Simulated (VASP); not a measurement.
Given:

```yaml
crystal:
  lattice:
    - [2.03721, -3.52854, 0.00000]
    - [2.03721, 3.52854, 0.00000]
    - [0.00000, 0.00000, 6.68485]
  atoms:
    - { symbol: Mg, position: [0.00000, 0.00000, 0.00000] }
    - { symbol: I, position: [0.33333, 0.66667, 0.24745] }
    - { symbol: I, position: [0.66667, 0.33333, 0.75255] }
```

Calculation: LDA (Ceperley-Alder, Perdew-Zunger), VASP's LDA PAW potentials (set 64) (plane waves; VASP). Run with 520 eV cut-off, Gaussian smearing of 0.050 eV, potentials Mg I.

Unless said otherwise, spin-orbit coupling is left out, though it shifts the bands of the heavy elements here.

Task: Give the energies of bands 3 to 11 at the high-symmetry points, in eV from the valence-band maximum.

Result: 
```tsv
band	Γ	M	K	A	L	H
3	-3.98	-3.96	-3.69	-2.90	-4.07	-3.46
4	-0.54	-3.11	-2.64	-1.81	-3.61	-3.14
5	-0.54	-2.20	-2.64	-0.41	-1.34	-3.14
6	-0.10	-1.57	-2.13	-0.41	-1.26	-2.56
7	-0.10	-1.14	-1.52	-0.25	-0.98	-0.64
8	0.00	-0.54	-1.52	-0.25	-0.86	-0.64
9	3.60	3.46	3.60	4.67	3.37	4.81
10	4.57	5.12	7.37	4.71	4.90	5.48
11	6.62	5.18	7.37	6.39	5.41	5.48
```

The gap is indirect, 3.31 eV, from the valence maximum at Γ to the conduction minimum at L-M at 0.33.

The compound is MgI2 in the 1T layered structure. It was relaxed first, which changed the volume by -6 %.
